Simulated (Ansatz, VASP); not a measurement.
## One calculation of Ti2CN, two programs

File INCAR:

```
ALGO     = Normal         # electronic algorithm
EDIFF    = 1E-6           # SCF threshold, eV
ENCUT    = 520            # plane-wave cutoff, eV
GGA      = CA             # functional
ISIF     = 2              # what is computed and relaxed
ISMEAR   = -1             # smearing method
LASPH    = True           # aspherical terms in the spheres
LCHARG   = False          # write CHGCAR
LREAL    = False          # projectors in reciprocal space
LWAVE    = False          # write WAVECAR
NBANDS   = 24             # bands
NELM     = 80             # most SCF steps
PREC     = Accurate       # precision mode
SIGMA    = 0.1            # smearing width, eV
```

The input KPOINTS:

```
k-points
0
Gamma
  9 9 9
```

File POSCAR:

```
Ti2CN
1.0
    1.5136240000      0.8738910000      4.9555280000
   -1.5136240000      0.8738910000      4.9555280000
    0.0000000000     -1.7477820000      4.9555280000
Ti C N
2 1 1
Direct
    0.7492330000      0.7492330000      0.7492330000
    0.2507670000      0.2507670000      0.2507670000
    0.0000000000      0.0000000000      0.0000000000
    0.5000000000      0.5000000000      0.5000000000
```

Input for Ansatz:

```yaml
crystal:
  lattice:
    - [1.513624, 0.873891, 4.955528]
    - [-1.513624, 0.873891, 4.955528]
    - [0.0, -1.747782, 4.955528]
  atoms:
    - { symbol: Ti, position: [0.749233, 0.749233, 0.749233] }
    - { symbol: Ti, position: [0.250767, 0.250767, 0.250767] }
    - { symbol: C, position: [0.0, 0.0, 0.0] }
    - { symbol: "N", position: [0.5, 0.5, 0.5] }
kpoints:
  mp_grid:
    grid: [9, 9, 9]
    shift: [0.0, 0.0, 0.0]
hamiltonian:
  xc: lda
  pseudopotentials:
    kind: paw
scf:
  occupations:
    method: fermi_dirac
output:
  forces: true
  stress: true
  eigenvalues: true
```

The cell comes from a database or a generator and needn't be the stable form of this composition.

Alike in both runs: task single point; functional LDA; k mesh 9 × 9 × 9; no spin polarisation.

|  | VASP | Ansatz |
| --- | --- | --- |
| version | VASP 6.6.1 | Ansatz 0.2.0 |
| potentials or method | VASP PAW LDA potentials, release 64 (Ti_sv, C, N) | plane waves, PAW |
| plane-wave cutoff (eV) | 520 | 420 |
| occupations | fermi-dirac, width 0.1 eV | fermi-dirac |
| valence electrons in the cell | 33 | 33 |

VASP gave:

* gap on the k mesh at the Fermi level (eV): none
* pressure (GPa): -12.2
* largest component of the traceless stress (GPa): 0.26
* rms of the force components (eV/Å): 0.048

Question: Which values does Ansatz return?

Answer: gap on the k mesh at the Fermi level (eV): none; pressure (GPa): -13.0; largest component of the traceless stress (GPa): 0.25; rms of the force components (eV/Å): 0.046.

Atom by atom the forces differ by 0.002 eV/Å (rms over components). A gap of «none» marks a metal or a gap that the smearing closes.
